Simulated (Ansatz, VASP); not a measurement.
# PtSe2: VASP beside Ansatz

Aim: how closely do two programs agree when they are given the same cell, functional and k mesh? The cell is taken from a series of runs on this material, whose earlier steps may have relaxed, scaled, displaced or heated it; both programs get it as it stands.

Main program and level: Ansatz 0.2.0; plane waves, with VASP 6.6.1 beside it; PBE.

## 1. Set-up

The cell holds 3 atoms: 1 Pt and 2 Se. Cell: a = 3.527 Å, b = 3.609 Å, c = 30.460 Å, α = 90.0°, β = 90.0°, γ = 119.3°. Vacuum lies along c.

## 2. Ansatz: zone-centre phonons, PBE

Ansatz runs on its PAW soft_1 files.

Second derivatives magnify differences that forces hide, and they need a tight electronic threshold.

File input.yaml:

```yaml
crystal:
  lattice:
    - [3.5265827076, 0.0, 0.0]
    - [-1.7632913538, 3.1485672303, 0.0]
    - [0.0, 0.0, 30.46]
  atoms:
    - { symbol: Pt, position: [0.3382695476, 0.6765390953, 0.3282994091] }
    - { symbol: Se, position: [0.6641985595, 0.328397119, 0.3777038262] }
    - { symbol: Se, position: [0.6641985595, 0.328397119, 0.2788949919] }
  periodic: [true, true, false]
kpoints:
  mp_grid: { grid: [15, 15, 1] }
hamiltonian:
  xc: pbe
  pseudopotentials: { kind: paw, azcp: { folder: soft_1 } }
scf:
  occupations: { method: methfessel_paxton, width: 0.2 }
output:
  eigenvalues: true
phonons:
  method: dfpt
```

Launch:

```
$ ansatz run input.yaml --threads 4 --pin off --max-ram 16384MiB --backend cpu --events-out ev --progress --plain --runs-dir out
```

Numbers of over 12 decimals in the logs are rounded to 6 here.

What it wrote:

```text
Warning: crystal.symmetry: narrowed to the stabiliser of the run's FFT grids — unitary ops 4 → 2. A phonons.method: dfpt run fills in the rows of the dynamical matrix that it does not solve by its symmetry operations, which is exact only for operations that map its FFT grids onto themselves: filled in by any other, the frequencies could depend on the order in which like atoms are typed, or, by more than the grids' own error, on where the crystal sits among the grids' points. Excluded: 2 operations. The run can therefore solve more perturbations, solve them on more k-points, or both, and cost more. [rest of the remark cut]
Engine: ansatz 0.2.0, aarch64-unknown-linux-gnu
Pseudopotentials: kind: paw
Pseudopotential: Pt, paw, valence charge 18, recommended cutoff 420 eV (normal), soft_1/Pt.paw.azcp
Pseudopotential: Se, paw, valence charge 16, recommended cutoff 420 eV (normal), soft_1/Se.paw.azcp
Functional definition: PBE
  parameter kappa = 0.804
  parameter beta = 0.066725
  exchange = pbe_x(kappa = kappa, mu = beta*pi^2/3)
  correlation = pbe_c(beta = beta)
Crystal: 3 atoms, lattice volume = 338.218 Å³
Basis set: ecut = 420 eV, 6519 PW (Γ), exchange–correlation on 60×60×432 points (8 copies of the dense FFT grid, shifted against one another)
Bands: 30, of which v1, the nominal top of the filled ones, is band 25 counted from 1 (24 counted from 0)
Symmetry: 4 space group operations
k-points: 64 of 225 (irreducible under 2 space group operations, time reversal used)
Non-local potential: Pt, projectors of the file, l = 0: 3, l = 1: 2, l = 2: 2, l = 3: 1
Non-local potential: Se, projectors of the file, l = 0: 2, l = 1: 2, l = 2: 3, l = 3: 1
PAW form: soft (Blöchl's): semilocal exchange-correlation on the pseudo side does not see the compensation charge
PAW one-centre angular grid: Pt, 590 points (default); XC on 64 Gauss nodes
PAW one-centre angular grid: Se, 590 points (default); XC on 64 Gauss nodes
Initial density: superposition of atomic densities (neutral atoms: chi_scale 0, normalization atom)
Initial wavefunctions: pseudopotential atomic-orbital guess
Functional: x = pbe(κ = 0.804, μ = 0.219515), c = pbe(β = 0.066725)
SCF iter   1: F=—  HF=-23463.254796 eV  |F-HF|=—  |Δ(HF+E_count)|=         —  Δρ=2.91e-2  dr2=3.12e0  ethr=3.10e-3  ⟨swp⟩=12.0  Hψ=11218  notcnv=0
preconditioner: auto → LDOS  [metal: Δε(μ)=0.056 eV  Ē_g=8.877 eV  σ=0.200 eV  W_gap=0.23  n_scr=18 (ndim 8)  ℏωp=9.5 eV  f_vac=0.777  D(μ)=2.24/eV (n_scr^D=10)  β→1.0]
SCF iter   2: F=—  HF=-23462.778197 eV  |F-HF|=—  |Δ(HF+E_count)|=   4.77e-1  S|Δr|=    0.00e0  Δρ=8.31e-3  dr2=2.87e-1  ethr=3.10e-3  ⟨swp⟩=3.0  Hψ=5001  notcnv=0  defer=2
SCF iter   3: F=—  HF=-23462.717306 eV  |F-HF|=—  |Δ(HF+E_count)|=   6.09e-2  S|Δr|=    0.00e0  Δρ=3.92e-3  dr2=7.22e-2  ethr=5.74e-4  ⟨swp⟩=3.1  Hψ=4648  notcnv=0  defer=2
SCF iter   4: F=—  HF=-23462.694963 eV  |F-HF|=—  |Δ(HF+E_count)|=   2.23e-2  S|Δr|=    0.00e0  Δρ=1.26e-3  dr2=5.75e-3  ethr=1.44e-4  ⟨swp⟩=3.8  Hψ=5020  notcnv=0
SCF iter   5: F=—  HF=-23462.693740 eV  |F-HF|=—  |Δ(HF+E_count)|=   1.22e-3  S|Δr|=    0.00e0  Δρ=2.14e-4  dr2=1.60e-4  ethr=1.15e-5  ⟨swp⟩=2.9  Hψ=3719  notcnv=0
SCF iter   6: F=—  HF=-23462.693773 eV  |F-HF|=—  |Δ(HF+E_count)|=   3.38e-5  S|Δr|=    0.00e0  Δρ=6.06e-5  dr2=1.53e-5  ethr=3.20e-7  ⟨swp⟩=3.5  Hψ=4193  notcnv=0
SCF iter   7: F=—  HF=-23462.693776 eV  |F-HF|=—  |Δ(HF+E_count)|=   3.08e-6  S|Δr|=    0.00e0  Δρ=7.68e-6  dr2=2.26e-7  ethr=3.07e-8  ⟨swp⟩=3.1  Hψ=3627  notcnv=0
SCF iter   8: F=—  HF=-23462.693764 eV  |F-HF|=—  |Δ(HF+E_count)|=   1.20e-5  S|Δr|=    0.00e0  Δρ=2.54e-6  dr2=3.01e-8  ethr=4.51e-10  ⟨swp⟩=3.9  Hψ=4663  notcnv=0
SCF iter   9: F=—  HF=-23462.693765 eV  |F-HF|=—  |Δ(HF+E_count)|=   2.60e-8  S|Δr|=    0.00e0  Δρ=6.33e-7  dr2=1.96e-9  ethr=6.01e-11  ⟨swp⟩=3.3  Hψ=4196  notcnv=0
SCF iter  10: F=—  HF=-23462.693765 eV  |F-HF|=—  |Δ(HF+E_count)|=   1.77e-8  S|Δr|=    0.00e0  Δρ=1.50e-7  dr2=1.25e-10  ethr=3.91e-12  ⟨swp⟩=3.3  Hψ=3860  notcnv=0
SCF iter  11: F=—  HF=-23462.693765 eV  |F-HF|=—  |Δ(HF+E_count)|=   1.04e-9  S|Δr|=    0.00e0  Δρ=5.45e-8  dr2=1.30e-11  ethr=1.00e-12  ⟨swp⟩=16.4  Hψ=14997  notcnv=0
SCF iter  12: F=-23462.693765 eV  HF=-23462.693765 eV  |F-HF|=1.46e-10  |Δ(HF+E_count)|=  1.13e-10  S|Δr|=    0.00e0  Δρ=1.28e-8  dr2=5.59e-13  ethr=1.00e-12  ⟨swp⟩=8.0  Hψ=10200  notcnv=0
SCF 1 converged in 12 iterations: F = -23462.693765 eV  dr2 = 5.59e-13
  greatest PAW one-centre occupation: 1.000 electrons in one spin orbital (limit 2), on the Pt atom at site 0 (counted from 0), in its partial waves of l = 0
DFPT response loops at Γ: preconditioner auto → none (partly filled bands, converged f_vac=0.778); β = 0.50; Broyden in place of MSR1
SCF converged after 12 iterations
Stability not checked: this state was not tested for a lower state beside it, because cold or Methfessel-Paxton smearing, or corrected tetrahedra, fill the levels in a way that the test cannot read (fill_not_monotonic; see scf.lower_state_search)
Free energy (F): -23462.693765 eV
Harris-Foulkes:  -23462.693765 eV  (|F-HF|=1.46e-10)
Internal energy: -23462.697479 eV  (E = F + TS)
E sigma→0 (E₀):  -23462.694693 eV
Entropy (-TS):   0.003715 eV (1.238 meV/atom)
Fermi energy:    -4.732179 eV
--- Per-component energies (eV) ---
  E_band       = -1845.398762
  E_kinetic    = 815.606137
  E_local      = -131953.499790  (includes V_loc(G=0)·N_el)
  E_nonlocal   = -502.878919
  E_hartree    = 65470.658407
  E_xc         = -400.790319
  E_vxc        = -449.799133  (∫ρ·V_xc dr)
  E_paw        = -13745.204709  (= ΣΔE_a)
  E_vpaw       = -696.144312  (= ΣTr[D̂ρ^β])
  E_aug_tail   = 0.000360  (compensation charges beyond the density's cutoff)
  E_ewald      = 56853.411354
  E_smearing   = 0.003715  (= −TS)
  E_closure    = -0.000000  (closes the sum)
  Σ components = -23462.693765   (vs F -23462.693765, Δ=0.00e0)
--- Band table (eV; the first three rows and the last of 64) ---
  k-point 0: bands = [... 21 lower, -7.3539, -6.4575, -4.1200, -4.0402, -4.0216, -3.7103, -1.9144 (-1.9144°), -0.4138, ... 1 higher]
  k-point 1: bands = [... 21 lower, -7.4074, -6.3935, -4.2871, -4.2272, -4.0757, -3.8138, -1.6198 (-1.6198°), -0.3360, ... 1 higher]
  k-point 2: bands = [... 21 lower, -7.5685, -6.2774, -4.7639, -4.6425, -4.0958, -3.9569, -1.0316 (-1.0316°), -0.1257, ... 1 higher]
  k-point 63: bands = [... 21 lower, -8.1319, -7.3489, -6.6596, -5.6065, -4.4420, -3.4889, -0.5116, 1.4991, ... 1 higher]
  ° read free of the cell's end (the report's vacuum.weakly_bound_levels)
--- Phonons (Γ-DFPT): 9 representative perturbations + reference, on 64 of 225 k-points (Σ response iterations 45) ---
  ASR residual: 1.558e-5 → 0.000e0 eV/Å²; symmetrization residual: 1.311e-5 eV/Å²
  The last average, over the group as it would stand without the narrowing to the FFT grids, took up to 6.640e-6 eV/Å² of the zone centre's force constants
  ASR residual per site (eV/Å²): 1.56e-5 1.32e-5 1.23e-5
  Γ frequencies (cm⁻¹): 0.00 0.00 0.00 101.25 102.35 118.92 121.08 136.01 193.43
  non-analytic LO–TO correction: not included (Born effective charges unavailable; polar crystals: no LO–TO splitting at Γ)
```

In the SCF lines HF is the Harris–Foulkes energy and dr2 the Hartree energy of the density residual, in eV; the loop may stop once dr2 is under the threshold and the program's other checks hold. Hψ counts applications of the Hamiltonian.

(Continued in part 2 of 2.)

[Lines on the potential files, build, host, timing and source positions are cut from VASP's logs without a mark.]

[Logs are printed without paths, hosts, clocks, repeated set-up lines and the standing remarks that a program may print on its own settings, such as how far it seeks lower states.]

[Hosts, paths, dates, database ids (printed as entryN), source tags and the programs' standing remarks are cut or masked in the printed files.]
